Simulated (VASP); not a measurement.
# K2GdH4 (I4/mmm) in VASP: single point with PBE+U

Aim: the single point of K2GdH4 with PBE+U.

Program: VASP 6.6.1. These are calculated values, not measurements. Logs are shortened: lines on timing, memory, paths and dates and some standing lists are left out, and cuts for length are marked.

### 1 Starting point

The structure is tetragonal, space group I4/mmm (No. 139). The conventional cell has a = 4.244 Å, b = 4.244 Å, c = 14.291 Å, α = 90.00°, β = 90.00°, γ = 90.00°. Gd (site symmetry 4/mmm) has 6 H at 2.10 to 2.12 Å as nearest neighbours. Around K (site symmetry 4mm) lie 9 H at 2.92 to 3.00 Å. H (site symmetry 4mm) has 1 Gd at 2.10 Å as nearest neighbours. Around H (site symmetry mmm) lie 2 Gd at 2.12 Å.

The cell was built by a generator and needn't be a form met in nature.

### 2 Single point, PBE+U

Contents of INCAR:

```
PREC     = Accurate       # precision mode
ENCUT    = 520            # plane-wave cutoff, eV
EDIFF    = 1E-7           # SCF threshold, eV
ISMEAR   = -1             # smearing method
SIGMA    = 0.1            # smearing width, eV
LREAL    = F              # projectors in reciprocal space
LASPH    = T              # aspherical terms in the spheres
NELM     = 150            # most SCF steps
ALGO     = Normal         # electronic algorithm
ISIF     = 2              # what is computed and relaxed
LWAVE    = F              # write WAVECAR
LCHARG   = F              # write CHGCAR
LMAXMIX  = 6              # l up to which the mixer works
LDAU     = T              # DFT+U
LDAUTYPE = 2            
LDAUL    = 3 -1 -1        # shell
LDAUU    = 3.06 0 0       # U, eV
LDAUJ    = 0 0 0        
LDAUPRINT= 1            
GGA      = PE             # functional
ISYM     = 0            
NBANDS   = 29             # bands
```

Contents of KPOINTS:

```
Automatic mesh
0
Gamma
  5 5 5
```

Contents of POSCAR:

```
K2GdH4
1.0
    0.0000000000      4.2436321200      0.0000000000
    4.2436321200      0.0000000000      0.0000000000
    2.1218160600      2.1218160600     -7.1454957300
Gd K H
1 2 4
Direct
    0.0000000000      0.0000000000      0.0000000000
    0.3513000000      0.3513000000      0.2974000000
    0.6487000000      0.6487000000      0.7026000000
    0.1472000000      0.1472000000      0.7056000000
    0.8528000000      0.8528000000      0.2944000000
    0.5000000000      0.0000000000      0.0000000000
    0.0000000000      0.5000000000      0.0000000000
```

Potentials or basis: VASP PAW PBE potentials, release 64 (Gd, K_sv, H).

The run is started by

```console
$ cat potpaw_PBE.64/Gd/POTCAR potpaw_PBE.64/K_sv/POTCAR potpaw_PBE.64/H/POTCAR > POTCAR
$ mpirun -np 1 vasp_std > vasp.out
```

OUTCAR:

```text
PREC = Accurate
   ENCUT = 520
   EDIFF = 1E-7
   ISMEAR = -1
   LREAL = F
   LASPH = T
   NELM = 150
   ISIF = 2
   GGA = PE
   ISYM = 0

 ion  position               nearest neighbor table
   1  0.000  0.000  0.000-   4 2.10   5 2.10   6 2.12   7 2.12   7 2.12   6 2.12   3 3.68   2 3.68
                             3 3.68   2 3.68   3 3.68   2 3.68   3 3.68   2 3.68
   2  0.351  0.351  0.297-   1 3.68   1 3.68   1 3.68   1 3.68
   3  0.649  0.649  0.703-   1 3.68   1 3.68   1 3.68   1 3.68
   4  0.147  0.147  0.706-   1 2.10
   5  0.853  0.853  0.294-   1 2.10
   6  0.500  0.000  0.000-   1 2.12   1 2.12
   7  0.000  0.500  0.000-   1 2.12   1 2.12

IMPORTANT INFORMATION: All symmetrisations will be switched off!
NOSYMM: (Re-)initialisation of all symmetry stuff for point group C_1.

----------------------------------------------------------------------------------------

                                     Primitive cell

  volume of cell :     128.6790

  direct lattice vectors                    reciprocal lattice vectors
     0.000000000  4.243632120  0.000000000     0.000000000  0.235647194  0.069974151
     4.243632120  0.000000000  0.000000000     0.235647194  0.000000000  0.069974151
     2.121816060  2.121816060 -7.145495730     0.000000000  0.000000000 -0.139948303

  length of vectors
     4.243632120  4.243632120  7.749988130     0.245816968  0.245816968  0.139948303

  position of ions in fractional coordinates (direct lattice)
     0.000000000  0.000000000  0.000000000
     0.351300000  0.351300000  0.297400000
     0.648700000  0.648700000  0.702600000
     0.147200000  0.147200000  0.705600000
     0.852800000  0.852800000  0.294400000
     0.500000000  0.000000000  0.000000000
     0.000000000  0.500000000  0.000000000

  ion indices of the primitive-cell ions
   primitive index   ion index
                 1           1
                 2           2
                 3           3
                 4           4
                 5           5
                 6           6
                 7           7

----------------------------------------------------------------------------------------

 KPOINTS: Automatic mesh

Automatic generation of k-mesh.
 Grid dimensions read from file:
 generate k-points for:    5    5    5

 Generating k-lattice:

  Cartesian coordinates                     Fractional coordinates (reciprocal lattice)
     0.000000000  0.047129439  0.013994830     0.200000000  0.000000000  0.000000000
     0.047129439  0.000000000  0.013994830     0.000000000  0.200000000  0.000000000
     0.000000000  0.000000000 -0.027989661     0.000000000  0.000000000  0.200000000

  Length of vectors
     0.049163394  0.049163394  0.027989661

  Shift w.r.t. Gamma in fractional coordinates (k-lattice)
     0.000000000  0.000000000  0.000000000

 Subroutine IBZKPT returns following result:
 ===========================================

 Found     63 irreducible k-points:

 Following reciprocal coordinates:
[... 67 lines left out ...]
  Thomas-Fermi vector in A             =   2.245519
   LORBIT       =      0    0 simple, 1 ext, 2 COOP (PROOUT), +10 PAW based schemes
 LDA+U is selected, type is set to LDAUTYPE =  2
   angular momentum for each species LDAUL =     3   -1   -1
   U (eV)           for each species LDAUU =   3.1  0.0  0.0
   J (eV)           for each species LDAUJ =   0.0  0.0  0.0
   GGA     = PE    functional components
   LHFCALC =     F    Hartree Fock is set to
   AEXX    =    0.0000 exact exchange contribution
   IVDW    =     0    specifies the selected vdW correction
   LEPSILON=     F    determine dielectric tensor
   LRPA    =     F    only Hartree local field effects (RPA)
 non-spin polarized calculation
  energy-cutoff  :      520.00
  volume of cell :      128.68
 maximum number of plane-waves:      3484
   NGX = 15   NGY = 15   NGZ = 29

atom =   1  type =  1  l = 3

 onsite density matrix

spin component  1

  0.5172  0.0024 -0.3532 -0.0007 -0.0008 -0.0010 -0.0001
  0.0024  0.0002 -0.0030 -0.0001 -0.0014 -0.0010 -0.0011
 -0.3532 -0.0030  0.7058  0.0009 -0.0002 -0.0008 -0.0006
 -0.0007 -0.0001  0.0009  0.2392  0.0020  0.0010  0.0015
 -0.0008 -0.0014 -0.0002  0.0020  0.7077  0.0016  0.3527
 -0.0010 -0.0010 -0.0008  0.0010  0.0016  0.9765 -0.0021
 -0.0001 -0.0011 -0.0006  0.0015  0.3527 -0.0021  0.5153

spin component  2

  0.5172  0.0024 -0.3532 -0.0007 -0.0008 -0.0010 -0.0001
  0.0024  0.0002 -0.0030 -0.0001 -0.0014 -0.0010 -0.0011
 -0.3532 -0.0030  0.7058  0.0009 -0.0002 -0.0008 -0.0006
 -0.0007 -0.0001  0.0009  0.2392  0.0020  0.0010  0.0015
 -0.0008 -0.0014 -0.0002  0.0020  0.7077  0.0016  0.3527
 -0.0010 -0.0010 -0.0008  0.0010  0.0016  0.9765 -0.0021
 -0.0001 -0.0011 -0.0006  0.0015  0.3527 -0.0021  0.5153

 occupancies and eigenvectors

  o =  0.0001  v =  0.0024 -1.0000 -0.0031 -0.0003 -0.0014 -0.0010 -0.0011  0.0000  0.0000  0.0000  0.0000  0.0000  0.0000  0.0000      0.0000  0.0000  0.0000  0.0000  0.0000  0.0000  0.0000  0.0000  0.0000  0.0000  0.0000  0.0000  0.0000  0.0000
  o =  0.0001  v =  0.0000  0.0000  0.0000  0.0000  0.0000  0.0000  0.0000  0.0024 -1.0000 -0.0031 -0.0003 -0.0014 -0.0010 -0.0011      0.0000  0.0000  0.0000  0.0000  0.0000  0.0000  0.0000  0.0000  0.0000  0.0000  0.0000  0.0000  0.0000  0.0000
  o =  0.2392  v = -0.0012  0.0002  0.0011 -1.0000  0.0033  0.0013  0.0015  0.0000  0.0000  0.0000  0.0000  0.0000  0.0000  0.0000      0.0000  0.0000  0.0000  0.0000  0.0000  0.0000  0.0000  0.0000  0.0000  0.0000  0.0000  0.0000  0.0000  0.0000
  o =  0.2392  v =  0.0000  0.0000  0.0000  0.0000  0.0000  0.0000  0.0000 -0.0012  0.0002  0.0011 -1.0000  0.0033  0.0013  0.0015      0.0000  0.0000  0.0000  0.0000  0.0000  0.0000  0.0000  0.0000  0.0000  0.0000  0.0000  0.0000  0.0000  0.0000
  o =  0.2458  v =  0.5973  0.0001  0.4582  0.0003  0.4002 -0.0011 -0.5226  0.0000  0.0000  0.0000  0.0000  0.0000  0.0000  0.0000      0.0000  0.0000  0.0000  0.0000  0.0000  0.0000  0.0000  0.0000  0.0000  0.0000  0.0000  0.0000  0.0000  0.0000
  o =  0.2458  v =  0.0000  0.0000  0.0000  0.0000  0.0000  0.0000  0.0000  0.5973  0.0001  0.4582  0.0003  0.4002 -0.0011 -0.5226      0.0000  0.0000  0.0000  0.0000  0.0000  0.0000  0.0000  0.0000  0.0000  0.0000  0.0000  0.0000  0.0000  0.0000
  o =  0.2460  v =  0.0000  0.0000  0.0000  0.0000  0.0000  0.0000  0.0000 -0.5217 -0.0000 -0.4013  0.0008  0.4564 -0.0039 -0.5987      0.0000  0.0000  0.0000  0.0000  0.0000  0.0000  0.0000  0.0000  0.0000  0.0000  0.0000  0.0000  0.0000  0.0000
  o =  0.2460  v = -0.5217 -0.0000 -0.4013  0.0008  0.4564 -0.0039 -0.5987  0.0000  0.0000  0.0000  0.0000  0.0000  0.0000  0.0000      0.0000  0.0000  0.0000  0.0000  0.0000  0.0000  0.0000  0.0000  0.0000  0.0000  0.0000  0.0000  0.0000  0.0000
  o =  0.9765  v =  0.0000  0.0000  0.0000  0.0000  0.0000  0.0000  0.0000 -0.0025 -0.0010  0.0005  0.0013 -0.0019  1.0000 -0.0061      0.0000  0.0000  0.0000  0.0000  0.0000  0.0000  0.0000  0.0000  0.0000  0.0000  0.0000  0.0000  0.0000  0.0000
  o =  0.9765  v = -0.0025 -0.0010  0.0005  0.0013 -0.0019  1.0000 -0.0061  0.0000  0.0000  0.0000  0.0000  0.0000  0.0000  0.0000      0.0000  0.0000  0.0000  0.0000  0.0000  0.0000  0.0000  0.0000  0.0000  0.0000  0.0000  0.0000  0.0000  0.0000
  o =  0.9771  v =  0.0000  0.0000  0.0000  0.0000  0.0000  0.0000  0.0000 -0.5994 -0.0042  0.7801  0.0022  0.1431 -0.0010  0.1084      0.0000  0.0000  0.0000  0.0000  0.0000  0.0000  0.0000  0.0000  0.0000  0.0000  0.0000  0.0000  0.0000  0.0000
  o =  0.9771  v = -0.5994 -0.0042  0.7801  0.0022  0.1431 -0.0010  0.1084  0.0000  0.0000  0.0000  0.0000  0.0000  0.0000  0.0000      0.0000  0.0000  0.0000  0.0000  0.0000  0.0000  0.0000  0.0000  0.0000  0.0000  0.0000  0.0000  0.0000  0.0000
  o =  0.9771  v =  0.1085 -0.0011 -0.1431  0.0031  0.7817  0.0055  0.5972  0.0000  0.0000  0.0000  0.0000  0.0000  0.0000  0.0000      0.0000  0.0000  0.0000  0.0000  0.0000  0.0000  0.0000  0.0000  0.0000  0.0000  0.0000  0.0000  0.0000  0.0000
  o =  0.9771  v =  0.0000  0.0000  0.0000  0.0000  0.0000  0.0000  0.0000  0.1085 -0.0011 -0.1431  0.0031  0.7817  0.0055  0.5972      0.0000  0.0000  0.0000  0.0000  0.0000  0.0000  0.0000  0.0000  0.0000  0.0000  0.0000  0.0000  0.0000  0.0000

 number of electron      40.0000010 magnetization

 Free energy of the ion-electron system (eV)
  ---------------------------------------------------
  ext. energy  EPLUGINS =         0.00000000
  ---------------------------------------------------
  free energy    TOTEN  =       -19.41419958 eV

  energy without entropy =      -19.06471138  energy(sigma->0) =      -19.23945548

 E-fermi :   1.7730     XC(G=0):  -8.0218

 val. band max:        1.7051016049   @ k =   0.4000   0.0000   0.2000
 cond. band min:       1.7900654544   @ k =   0.2000  -0.4000  -0.2000
 fundamental gap:      0.0849638496
 Fermi energy:         1.7730351476

 k-point     1 :       0.0000    0.0000    0.0000
  band No.  band energies     occupation
      1     -40.9157      2.00000
      2     -30.0831      2.00000
      3     -30.0675      2.00000
      4     -19.0504      2.00000
      5     -18.9445      2.00000
      6     -18.9444      2.00000
[... 757 lines left out ...]
     28       4.6209      0.00000
     29       5.7446      0.00000

 [... further k-points ...]

------------------------ aborting loop because EDIFF is reached ----------------------------------------

  FORCE on cell =-STRESS in cart. coord.  units (eV):
  Direction    XX          YY          ZZ          XY          YZ          ZX
  --------------------------------------------------------------------------------------
  -------------------------------------------------------------------------------------
  Total        3.0984139      3.1020398      4.2616025      0.0001817      0.0005073      0.0009232
  in kB       38.5782203     38.6233665     53.0610329      0.0022629      0.0063167      0.0114952
  external PRESSURE =      43.4208732 kB  Pullay stress =       0.0000000 kB

 VOLUME and BASIS-vectors are now :
 -----------------------------------------------------------------------------
  energy-cutoff  :      520.00
  volume of cell :      128.68
      direct lattice vectors                 reciprocal lattice vectors
     0.000000000  4.243632120  0.000000000     0.000000000  0.235647194  0.069974151
     4.243632120  0.000000000  0.000000000     0.235647194  0.000000000  0.069974151
     2.121816060  2.121816060 -7.145495730     0.000000000  0.000000000 -0.139948303

 POSITION                                       TOTAL-FORCE (eV/Angst)
 -----------------------------------------------------------------------------------
      0.00000      0.00000      0.00000        -0.000020     -0.000008     -0.000018
      2.12182      2.12182     -2.12507        -0.000076     -0.000064     -0.247467
      4.24363      4.24363     -5.02043         0.000083      0.000066      0.247474
      2.12182      2.12182     -5.04186        -0.000396     -0.000199      0.942059
      4.24363      4.24363     -2.10363         0.000402      0.000201     -0.942053
      0.00000      2.12182      0.00000         0.000002      0.000003      0.000003
      2.12182      0.00000      0.00000         0.000005      0.000002      0.000002
 -----------------------------------------------------------------------------------
    total drift:                               -0.000023     -0.000006     -0.000022

  FREE ENERGIE OF THE ION-ELECTRON SYSTEM (eV)
  ---------------------------------------------------
  free  energy   TOTEN  =       -19.4141995777 eV

  energy  without entropy=      -19.0647113810  energy(sigma->0) =      -19.23945548
```

Wall time 10 min (1 thread of Intel Xeon 6975P-C (Granite Rapids), shared host); peak memory 0.4 GiB.

Results:

```yaml
Free_energy: -19.4142 eV
Pressure: 4.3 GPa
Largest_force: 0.942 eV/Å
Band_gap_on_the_k_mesh: none (metal or under the smearing width)
```

Forces on the atoms (eV/Å):
```
Gd   0.000  0.000  0.000
K    0.000  0.000 -0.247
K    0.000  0.000  0.247
H    0.000  0.000  0.942
H    0.000  0.000 -0.942
H    0.000  0.000  0.000
H    0.000  0.000  0.000
```

Stress tensor (GPa, compression positive):
```
3.86 0.00 0.00
0.00 3.86 0.00
0.00 0.00 5.31
```

Eigenvalues of the final occupation matrices:
```
    site  spin  trace                         eigenvalues
site 1 f     1   3.66  0.00 0.24 0.25 0.25 0.98 0.98 0.98
site 1 f     2   3.66  0.00 0.24 0.25 0.25 0.98 0.98 0.98
```

Caveat: U without spin polarisation on a metal has little footing.
